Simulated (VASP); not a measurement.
A 63-atom supercell of C (diamond) holds B on the C site with a neighbouring C vacancy in charge state +1. It is relaxed twice, with the total moment held at 0 and at 2 μB. Calculation: PBE GGA, VASP's PBE PAW potentials (set 64) (plane waves; VASP). Run with PREC = Normal, LREAL = Auto, ISYM = 0, NELECT = 250.0, EDIFF = 1E-5, 400 eV cut-off, 1×1×1 Γ-centred mesh, Gaussian smearing of 0.050 eV, potentials C B.

The cell is charged, with a uniform compensating background. The supercell is sampled at Γ alone, which is coarse: total energies, pressure and levels can be off, energies of defects by several tenths of an eV.

### Question
Which spin state lies lower, and by how much?

### Answer
The state with 0 μB lies lower, by 1.70 eV.

The cell is a supercell with a defect, built from C (diamond).
